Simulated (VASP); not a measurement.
Calculation: PBE GGA, VASP's PBE PAW potentials (set 64) (plane waves; VASP).

A VASP calculation is set up with these files.

### POSCAR
```
Dy
3.66180
  0.5000000000  -0.8660254520   0.0000000000
  0.5000000000   0.8660254520   0.0000000000
  0.0000000000   0.0000000000   1.5738161560
Dy
2
Cartesian
  0.5000000000   0.2886757280   0.3934540390
  0.5000000000  -0.2886757280   1.1803621170
```

### KPOINTS
```
Regular mesh
0
G
 10 10 6
```

### INCAR
```
LREAL  =  .FALSE.
ENCUT  =  400   ! plane-wave cut-off (eV)
SYSTEM  =  Dy
IMIX  =  1
PREC  =  Accurate
ISIF  =  2   ! forces and stress, cell fixed
LASPH  =  .TRUE.   ! aspherical one-centre terms
BMIX  =  1.0
GGA  =  PE   ! PBE
LCHARG  =  .FALSE.
SIGMA  =  0.1   ! width (eV)
LWAVE  =  .FALSE.
NELM  =  100
EDIFF  =  1E-6
LMAXMIX  =  6
ISMEAR  =  1
AMIX  =  0.05
ALGO  =  Normal
```

POTCAR, in this order: Dy_3 (PBE.64 set). Program: vasp_std.

Question: What will the output report for the number of irreducible k-points (NKPTS), number of bands (NBANDS), largest plane-wave count, number of space-group operations, FFT grid (NGX, NGY, NGZ)?

Answer: 
| Quantity | Result |
|---|---|
| number of irreducible k-points (NKPTS) | 56 |
| number of bands (NBANDS) | 13 |
| largest plane-wave count | 1236 |
| number of space-group operations | 24 |
| FFT grid (NGX, NGY, NGZ) | 24 × 24 × 40 |

The compound is Dy in the hcp structure. The cell was not relaxed at this level. The run is one of a series of settings (AMIX = 0.05, BMIX = 1.0, IMIX = 1 against the base run), some of them coarse on purpose. The 4f electrons are frozen in the core of the lanthanide potential, so 4f levels, which can set the real gap, and their magnetism are missing.
